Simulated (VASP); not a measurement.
Set up this calculation in VASP 6.6.1, as the native input.

| Quantity | Value |
| --- | --- |
| Task | single point |
| Functional | HSE06 |
| Dispersion | TS |
| Potentials or basis | VASP PAW PBE potentials, release 64 (N, Al, O, H) |
| Cutoff | 520 eV |
| k mesh | 1 × 1 × 1 |
| Occupations | gaussian, width 0.01 eV |
| Spin | no spin polarisation |
| Grid for exact exchange (PRECFOCK) | Fast |
| Screening parameter | 0.2 1/A |
| Further INCAR settings | ALGO = Normal; EDIFF = 1e-06 |

Molecule: NAlO2H4, in a box.

```
N Al O H
1.0
    13.00000    0.00000    0.00000
     0.00000   14.00000    0.00000
     0.00000    0.00000   11.00000
N Al O H
1 1 2 4
Cartesian
  5.6024 8.5218 5.8255
  6.0777 6.8366 5.6513
  7.6252 6.3448 5.1656
  4.9157 5.6548 5.9907
  6.1886 9.3209 5.6575
  4.6832 8.8129 6.1142
  8.3428 6.9371 4.9538
  5.1030 4.7211 5.9177
```

The input as run:

POSCAR

```
AlH4NO2
1.0
   13.0000000000      0.0000000000      0.0000000000
    0.0000000000     14.0000000000      0.0000000000
    0.0000000000      0.0000000000     11.0000000000
N Al O H
1 1 2 4
Direct
    0.4309538500      0.6087000000      0.5295909100
    0.4675153800      0.4883285700      0.5137545500
    0.5865538500      0.4532000000      0.4696000000
    0.3781307700      0.4039142900      0.5446090900
    0.4760461500      0.6657785700      0.5143181800
    0.3602461500      0.6294928600      0.5558363600
    0.6417538500      0.4955071400      0.4503454500
    0.3925384600      0.3372214300      0.5379727300
```

INCAR.step1

```
SYSTEM = AlH4NO2
PREC     = Accurate       ! precision mode
ENCUT    = 520            ! plane-wave cutoff, eV
EDIFF    = 1E-5           ! SCF threshold, eV
ISMEAR   = 0              ! smearing method
SIGMA    = 0.01           ! smearing width, eV
LREAL    = .FALSE.        ! projectors in reciprocal space
LASPH    = .TRUE.         ! aspherical terms in the spheres
NELM     = 80             ! most SCF steps
ALGO     = Normal         ! electronic algorithm
ISIF     = 2              ! what is computed and relaxed
LWAVE    = .TRUE.         ! write WAVECAR
LCHARG   = .FALSE.        ! write CHGCAR
GGA      = PE             ! functional
```

INCAR.step2

```
SYSTEM = AlH4NO2
PREC     = Accurate       ! precision mode
ENCUT    = 520            ! plane-wave cutoff, eV
EDIFF    = 1E-6           ! SCF threshold, eV
ISMEAR   = 0              ! smearing method
SIGMA    = 0.01           ! smearing width, eV
LREAL    = .FALSE.        ! projectors in reciprocal space
LASPH    = .TRUE.         ! aspherical terms in the spheres
NELM     = 80             ! most SCF steps
ALGO     = Normal         ! electronic algorithm
ISIF     = 2              ! what is computed and relaxed
LWAVE    = .FALSE.        ! write WAVECAR
LCHARG   = .FALSE.        ! write CHGCAR
GGA      = PE             ! functional
LHFCALC  = .TRUE.         ! exact exchange
HFSCREEN = 0.2            ! screening, 1/A
PRECFOCK = Fast         
IVDW     = 2              ! dispersion correction
ISTART   = 1
```

KPOINTS

```
regular mesh
0
G
  1 1 1
  0 0 0
```

Potentials or basis: VASP PAW PBE potentials, release 64 (N, Al, O, H).

The run is started by

```console
$ cat potpaw_PBE.64/N/POTCAR potpaw_PBE.64/Al/POTCAR potpaw_PBE.64/O/POTCAR potpaw_PBE.64/H/POTCAR > POTCAR
$ cp INCAR.step1 INCAR
$ mpirun -np 1 vasp_gam > vasp.out
$ cp INCAR.step2 INCAR
$ mpirun -np 1 vasp_gam > vasp.out
```

Results of the run:

The largest force is 0.119 eV/Å, the gap between the frontier levels is 5.92 eV and the hirshfeld charges are N -0.37; Al +0.64; O -0.39; H +0.10, +0.11, +0.15 e. The dispersion energy per atom is -0.003 eV.

Caveat: the PAW data sets were made with another functional, which shifts forces and pressure a little.

Wall time 7.1 min on 1 thread of Intel(R) Xeon(R) 6975P-C (Granite Rapids), with other jobs on the host, peak memory 1.6 GiB.
